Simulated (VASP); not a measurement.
Output of a VASP run:

### OUTCAR
```
 ion  position               nearest neighbor table
   1  0.333  0.667  0.250-   2 2.98   2 2.98   2 2.98   2 2.98   2 2.98   2 2.98
   2  0.667  0.333  0.750-   1 2.98   1 2.98   1 2.98   1 2.98   1 2.98   1 2.98
  LATTYP: Found a hexagonal cell.
 ALAT       =     3.0001993788
 C/A-ratio  =     1.6204701697
 Subroutine PRICEL returns:
 Original cell was already a primitive cell.
 Subroutine GETGRP returns: Found 24 space group operations
The static configuration has the point symmetry D_3d.
 The point group associated with its full space group is D_6h.
The dynamic configuration has the point symmetry D_3d.
 Subroutine INISYM returns: Found 24 space group operations
 Subroutine IBZKPT returns following result:
 Found    120 irreducible k-points:

 Following reciprocal coordinates:
            Coordinates               Weight
  0.000000  0.000000  0.000000      1.000000
  0.071429  0.000000  0.000000      6.000000
  0.142857  0.000000  0.000000      6.000000
  0.214286  0.000000  0.000000      6.000000
  0.285714  0.000000  0.000000      6.000000
  0.357143  0.000000  0.000000      6.000000
  0.428571  0.000000  0.000000      6.000000
  0.500000  0.000000  0.000000      3.000000
  0.071429  0.071429  0.000000      6.000000
  0.142857  0.071429  0.000000     12.000000
  0.214286  0.071429  0.000000     12.000000
  0.285714  0.071429  0.000000     12.000000
  0.357143  0.071429  0.000000     12.000000
  0.428571  0.071429  0.000000     12.000000
  0.142857  0.142857  0.000000      6.000000
  0.214286  0.142857  0.000000     12.000000
  0.285714  0.142857  0.000000     12.000000
  0.357143  0.142857  0.000000     12.000000
  0.428571  0.142857  0.000000      6.000000
  0.214286  0.214286  0.000000      6.000000
  0.285714  0.214286  0.000000     12.000000
  0.357143  0.214286  0.000000     12.000000
  0.285714  0.285714  0.000000      6.000000
  0.357143  0.285714  0.000000      6.000000
  0.000000  0.000000  0.125000      2.000000
  0.071429  0.000000  0.125000     12.000000
  0.142857  0.000000  0.125000     12.000000
  0.214286  0.000000  0.125000     12.000000
  0.285714  0.000000  0.125000     12.000000
  0.357143  0.000000  0.125000     12.000000
  0.428571  0.000000  0.125000     12.000000
  0.500000  0.000000  0.125000      6.000000
  0.071429  0.071429  0.125000     12.000000
  0.142857  0.071429  0.125000     24.000000
  0.214286  0.071429  0.125000     24.000000
  0.285714  0.071429  0.125000     24.000000
  0.357143  0.071429  0.125000     24.000000
  0.428571  0.071429  0.125000     24.000000
  0.142857  0.142857  0.125000     12.000000
  0.214286  0.142857  0.125000     24.000000
   k-points           NKPTS =    120   k-points in BZ     NKDIM =    120   number of bands    NBANDS=      6
   number of dos      NEDOS =    301   number of ions     NIONS =      2
   total plane-waves  NPLWV =  20736
   dimension x,y,z NGX =    24 NGY =   24 NGZ =   36
   dimension x,y,z NGXF=    48 NGYF=   48 NGZF=   72
   ions per type =               2
   PREC   = accura    normal or accurate (medium, high low for compatibility)
   ISTART =      0    job   : 0-new  1-cont  2-samecut
   ICHARG =      2    charge: 1-file 2-atom 10-const
   ISPIN  =      1    spin polarized calculation?
   LNONCOLLINEAR =      F non collinear calculations
   LSORBIT =      F    spin-orbit coupling
   INIWAV =      1    electr: 0-lowe 1-rand  2-diag
   ENCUT  =  500.0 eV  36.75 Ry    6.06 a.u.   5.47  5.47  8.86*2*pi/ulx,y,z
   NELM   =    100;   NELMIN=  2; NELMDL= -5     # of ELM steps
   EDIFF  = 0.1E-05   stopping-criterion for ELM
   LREAL  =      F    real-space projection
   NLSPLINE    = F    spline interpolate recip. space projectors
   LMAXMIX     =    2 max onsite mixed and CHGCAR
   VOSKOWN=      0    Vosko Wilk Nusair interpolation
   EDIFFG = -.2E-01   stopping-criterion for IOM
   NSW    =     40    number of steps for IOM
...
```

OSZICAR:
```
       N       E                     dE             d eps       ncg     rms          rms(c)
DAV:   1     0.430600324890E+00    0.43060E+00   -0.12884E+03  1440   0.460E+02
DAV:   2    -0.280507117858E+01   -0.32357E+01   -0.30236E+01  1932   0.307E+01
DAV:   3    -0.282675930402E+01   -0.21688E-01   -0.21647E-01  2064   0.338E+00
DAV:   4    -0.282681853060E+01   -0.59227E-04   -0.59227E-04  1908   0.144E-01
DAV:   5    -0.282681899191E+01   -0.46131E-06   -0.46106E-06  1992   0.987E-03    0.943E-01
DAV:   6    -0.281751103649E+01    0.93080E-02   -0.27077E-04  1812   0.200E-01    0.602E-01
DAV:   7    -0.280899763799E+01    0.85134E-02   -0.88095E-04  1626   0.322E-01    0.302E-02
DAV:   8    -0.280898195232E+01    0.15686E-04   -0.14320E-05  2220   0.318E-02    0.638E-03
DAV:   9    -0.280898082104E+01    0.11313E-05   -0.11149E-06  1464   0.791E-03    0.696E-04
DAV:  10    -0.280898086487E+01   -0.43826E-07   -0.16313E-08  1056   0.106E-03
   1 F= 0.19218933E+01 E0= 0.19218990E+01  d E =0.192189E+01
       N       E                     dE             d eps       ncg     rms          rms(c)
DAV:   1    -0.213946178794E+01    0.66952E+00   -0.10443E+00  1632   0.775E+00    0.327E-01
DAV:   2    -0.213680174436E+01    0.26600E-02   -0.30613E-03  1746   0.511E-01    0.205E-01
DAV:   3    -0.213500394815E+01    0.17978E-02   -0.43571E-04  1824   0.153E-01    0.115E-02
DAV:   4    -0.213499094894E+01    0.12999E-04   -0.43960E-06  1770   0.183E-02    0.564E-03
DAV:   5    -0.213498193659E+01    0.90124E-05   -0.19786E-06  1578   0.114E-02    0.166E-04
DAV:   6    -0.213498210999E+01   -0.17340E-06   -0.58525E-09   888   0.633E-04
   2 F= 0.18305793E+01 E0= 0.18304920E+01  d E =-.913140E-01
       N       E                     dE             d eps       ncg     rms          rms(c)
DAV:   1    -0.244133360683E+01   -0.30635E+00   -0.12010E-01  1638   0.256E+00    0.111E-01
DAV:   2    -0.244090568811E+01    0.42792E-03   -0.38468E-04  1698   0.180E-01    0.693E-02
DAV:   3    -0.244061424641E+01    0.29144E-03   -0.62011E-05  1812   0.568E-02    0.410E-03
DAV:   4    -0.244061339465E+01    0.85176E-06   -0.64126E-07  1410   0.682E-03
   3 F= 0.17849886E+01 E0= 0.17849889E+01  d E =-.136905E+00
```

### OUTCAR
```
------------------------ aborting loop because EDIFF is reached ----------------------------------------
  FORCE on cell =-STRESS in cart. coord.  units (eV):
  Direction    XX          YY          ZZ          XY          YZ          ZX
  --------------------------------------------------------------------------------------
  Total        4.2160362      4.2160379      4.2296975      0.0000000      0.0000000      0.0000000
  in kB      199.5472486    199.5473264    200.1938425      0.0000000      0.0000000      0.0000000
  external PRESSURE =      -0.2371942 kB  Pullay stress =     200.0000000 kB
  volume of cell :       33.85
      direct lattice vectors                 reciprocal lattice vectors
     1.444701758 -2.502297334  0.000000000     0.346092193 -0.199816382 -0.000000000
     1.444701758  2.502297334 -0.000000000     0.346092193  0.199816382 -0.000000000
     0.000000000  0.000000000  4.681899232    -0.000000000  0.000000000  0.213588535
 POSITION                                       TOTAL-FORCE (eV/Angst)
 -----------------------------------------------------------------------------------
      1.44470      0.83410      1.17047        -0.000000     -0.000000      0.000000
      1.44470     -0.83410      3.51142         0.000000      0.000000      0.000000
 -----------------------------------------------------------------------------------
    total drift:                               -0.000000     -0.000008      0.000001
  FREE ENERGIE OF THE ION-ELECTRON SYSTEM (eV)
  ---------------------------------------------------
  free  energy   TOTEN  =        -2.4406133947 eV

  energy  without entropy=       -2.4406122810  energy(sigma->0) =       -2.44061302
  enthalpy is  TOTEN    =         1.7849885684 eV   P V=        4.2256019631

 reached required accuracy - stopping structural energy minimisation
```
(Selected blocks of OUTCAR.)

### POSCAR
```
Mg
1
    1.5000994857    -2.5982489961     0.0000000000
    1.5000994857     2.5982489961     0.0000000000
    0.0000000000     0.0000000000     4.8617335966
Mg
2
Direct
  0.3333330000   0.6666670000   0.2500000000
  0.6666670000   0.3333330000   0.7500000000
```

Question: Reconstruct the remaining input files.

Answer: This is not unique; one that fits is the input of the run itself, PBE GGA, plane waves, VASP's PBE PAW potentials (set 64).

File KPOINTS:
```
Automatic mesh
0
Gamma
14 14 8
0 0 0
```

INCAR:
```
ALGO = Normal
EDIFF = 1E-6
EDIFFG = -0.02
ENCUT = 500
GGA = PE
IBRION = 2
ISIF = 3
ISMEAR = 1
LASPH = .TRUE.
LCHARG = .FALSE.
LREAL = .FALSE.
LWAVE = .FALSE.
NELM = 100
NSW = 40
PREC = Accurate
PSTRESS = 200
SIGMA = 0.1
SYSTEM = Mg
```

POTCAR, in this order: Mg (PBE.64 set). Program: vasp_std.

Energy and stress use the plane-wave basis of the starting cell.

The compound is Mg in the hcp structure. This run relaxes it under an external pressure of 20 GPa. Symmetry was kept, so distortions that lower it aren't found.
